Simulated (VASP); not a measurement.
Output of a VASP run:

### OUTCAR
```
 ion  position               nearest neighbor table
   1  0.000  0.000  0.000-   2 2.56   3 2.56   2 2.56   3 2.56   3 2.56   3 2.56   2 2.56   2 2.56
                             3 2.56   3 2.56   2 2.56   2 2.56
   2  0.333  0.667  0.500-   3 1.82   3 1.82   3 1.82   1 2.56   1 2.56   1 2.56   1 2.56   1 2.56
                             1 2.56
   3  0.667  0.333  0.500-   2 1.82   2 1.82   2 1.82   1 2.56   1 2.56   1 2.56   1 2.56   1 2.56
                             1 2.56
 Subroutine IBZKPT returns following result:
 Found    404 irreducible k-points:

 Following reciprocal coordinates:
            Coordinates               Weight
  0.000000  0.000000  0.000000      1.000000
  0.100000  0.000000  0.000000      2.000000
  0.000000  0.100000  0.000000      2.000000
 -0.100000  0.100000  0.000000      2.000000
  0.200000  0.000000  0.000000      2.000000
  0.000000  0.200000  0.000000      2.000000
 -0.200000  0.200000  0.000000      2.000000
  0.300000  0.000000  0.000000      2.000000
  0.000000  0.300000  0.000000      2.000000
 -0.300000  0.300000  0.000000      2.000000
  0.400000  0.000000  0.000000      2.000000
  0.000000  0.400000  0.000000      2.000000
 -0.400000  0.400000  0.000000      2.000000
  0.500000  0.000000  0.000000      1.000000
  0.000000  0.500000  0.000000      1.000000
  0.500000  0.500000  0.000000      1.000000
  0.100000  0.100000  0.000000      2.000000
 -0.100000  0.200000  0.000000      2.000000
 -0.200000  0.100000  0.000000      2.000000
  0.200000  0.100000  0.000000      2.000000
 -0.100000  0.300000  0.000000      2.000000
 -0.300000  0.200000  0.000000      2.000000
 -0.200000  0.300000  0.000000      2.000000
  0.100000  0.200000  0.000000      2.000000
  0.300000 -0.100000  0.000000      2.000000
  0.300000  0.100000  0.000000      2.000000
 -0.100000  0.400000  0.000000      2.000000
 -0.400000  0.300000  0.000000      2.000000
 -0.300000  0.400000  0.000000      2.000000
  0.100000  0.300000  0.000000      2.000000
  0.400000 -0.100000  0.000000      2.000000
  0.400000  0.100000  0.000000      2.000000
 -0.100000  0.500000  0.000000      2.000000
  0.500000  0.400000  0.000000      2.000000
 -0.400000  0.500000  0.000000      2.000000
  0.100000  0.400000  0.000000      2.000000
  0.500000 -0.100000  0.000000      2.000000
  0.200000  0.200000  0.000000      2.000000
 -0.200000  0.400000  0.000000      2.000000
 -0.400000  0.200000  0.000000      2.000000
   k-points           NKPTS =    404   k-points in BZ     NKDIM =    404   number of bands    NBANDS=      8
   number of dos      NEDOS =    301   number of ions     NIONS =      3
   total plane-waves  NPLWV =  16128
   dimension x,y,z NGX =    24 NGY =   24 NGZ =   28
   dimension x,y,z NGXF=    48 NGYF=   48 NGZF=   56
   ions per type =               1   2
   PREC   = accura    normal or accurate (medium, high low for compatibility)
   ISTART =      0    job   : 0-new  1-cont  2-samecut
   ICHARG =      2    charge: 1-file 2-atom 10-const
   ISPIN  =      1    spin polarized calculation?
   LNONCOLLINEAR =      F non collinear calculations
   LSORBIT =      F    spin-orbit coupling
   INIWAV =      1    electr: 0-lowe 1-rand  2-diag
   ENCUT  =  520.0 eV  38.22 Ry    6.18 a.u.   5.86  5.86  6.68*2*pi/ulx,y,z
   NELM   =    100;   NELMIN=  2; NELMDL= -5     # of ELM steps
   EDIFF  = 0.1E-05   stopping-criterion for ELM
   LREAL  =      F    real-space projection
   NLSPLINE    = F    spline interpolate recip. space projectors
   LMAXMIX     =    2 max onsite mixed and CHGCAR
   VOSKOWN=      0    Vosko Wilk Nusair interpolation
   EDIFFG = 0.1E-04   stopping-criterion for IOM
   NSW    =      0    number of steps for IOM
   NBLOCK =      1;   KBLOCK =      1    inner block; outer block
   IBRION =     -1    ionic relax: 0-MD 1-quasi-New 2-CG
   NFREE  =      0    steps in history (QN), initial steepest desc. (CG)
   ISIF   =      2    stress and relaxation
   ISYM   =      0    0-nonsym 1-usesym 2-fastsym
   TEIN   =    0.0    initial temperature
...
```

**OSZICAR**
```
       N       E                     dE             d eps       ncg     rms          rms(c)
DAV:   1     0.492681012419E+01    0.49268E+01   -0.38958E+03  6944   0.834E+02
DAV:   2    -0.165012856993E+02   -0.21428E+02   -0.20458E+02  9464   0.106E+02
DAV:   3    -0.167974144974E+02   -0.29613E+00   -0.29584E+00  8312   0.149E+01
DAV:   4    -0.167980117659E+02   -0.59727E-03   -0.59723E-03 10160   0.590E-01
DAV:   5    -0.167980121342E+02   -0.36830E-06   -0.36767E-06  8312   0.106E-02    0.492E+00
DAV:   6    -0.154993382918E+02    0.12987E+01   -0.21990E+00  7432   0.791E+00    0.239E+00
DAV:   7    -0.152617053824E+02    0.23763E+00   -0.11991E+00  8368   0.573E+00    0.698E-01
DAV:   8    -0.152610173404E+02    0.68804E-03   -0.70584E-02  7328   0.181E+00    0.280E-01
DAV:   9    -0.152571117283E+02    0.39056E-02   -0.13668E-02  7272   0.641E-01    0.510E-02
DAV:  10    -0.152571308460E+02   -0.19118E-04   -0.10067E-03  9600   0.203E-01    0.276E-02
DAV:  11    -0.152570919700E+02    0.38876E-04   -0.18677E-04  7624   0.804E-02    0.205E-03
DAV:  12    -0.152570921504E+02   -0.18038E-06   -0.17161E-06  8848   0.122E-02
   1 F= -.15257092E+02 E0= -.15257171E+02  d E =0.236345E-03
```

File OUTCAR:
```
------------------------ aborting loop because EDIFF is reached ----------------------------------------
  FORCE on cell =-STRESS in cart. coord.  units (eV):
  Direction    XX          YY          ZZ          XY          YZ          ZX
  --------------------------------------------------------------------------------------
  Total       -2.0427418     -2.0427173     -1.3818373     -0.0000004      0.0000000      0.0000001
  in kB     -105.9579224   -105.9566495    -71.6765127     -0.0000226      0.0000023      0.0000037
  external PRESSURE =     -94.5303615 kB  Pullay stress =       0.0000000 kB
  volume of cell :       30.89
      direct lattice vectors                 reciprocal lattice vectors
     1.575900000 -2.729538000  0.000000000     0.317279015 -0.183181183  0.000000000
     1.575900000  2.729538000  0.000000000     0.317279015  0.183181183  0.000000000
     0.000000000  0.000000000  3.590400000     0.000000000  0.000000000  0.278520499
 POSITION                                       TOTAL-FORCE (eV/Angst)
 -----------------------------------------------------------------------------------
      0.00000      0.00000      0.00000         0.000000      0.000000      0.000000
      1.57590      0.90985      1.79520         0.000001     -0.000012      0.000000
      1.57590     -0.90985      1.79520        -0.000001      0.000012     -0.000000
 -----------------------------------------------------------------------------------
    total drift:                               -0.000000     -0.000000     -0.000000
  FREE ENERGIE OF THE ION-ELECTRON SYSTEM (eV)
  ---------------------------------------------------
  free  energy   TOTEN  =       -15.2570921504 eV

  energy  without entropy=      -15.2573284956  energy(sigma->0) =      -15.25717093
```
(Selected blocks of OUTCAR.)

File POSCAR:
```
MgB2
1
    1.5759000000    -2.7295380000     0.0000000000
    1.5759000000     2.7295380000     0.0000000000
    0.0000000000     0.0000000000     3.5904000000
Mg B
1 2
Direct
  0.0000000000   0.0000000000   0.0000000000
  0.3333330000   0.6666670000   0.5000000000
  0.6666670000   0.3333330000   0.5000000000
```

### Question
Reconstruct the remaining input files.

### Answer
This is not unique; one that fits is the input of the run itself, PBE GGA, plane waves, VASP's PBE PAW potentials (set 64).

### INCAR
```
ALGO  =  Normal
EDIFF  =  1E-6
ENCUT  =  520
GGA  =  PE
ISIF  =  2
ISMEAR  =  1
ISYM  =  0
LASPH  =  .TRUE.
LCHARG  =  .FALSE.
LREAL  =  .FALSE.
LWAVE  =  .FALSE.
NELM  =  100
PREC  =  Accurate
SIGMA  =  0.1
SYSTEM  =  MgB2
```

### KPOINTS
```
Automatic mesh
0
Gamma
10 10 8
0 0 0
```

POTCAR, in this order: Mg B (PBE.64 set). Program: vasp_std.

The compound is MgB2 in the AlB2 type structure. The cell was not relaxed at this level. The run is one of a series of settings (ISYM = 0 against the base run), some of them coarse on purpose.
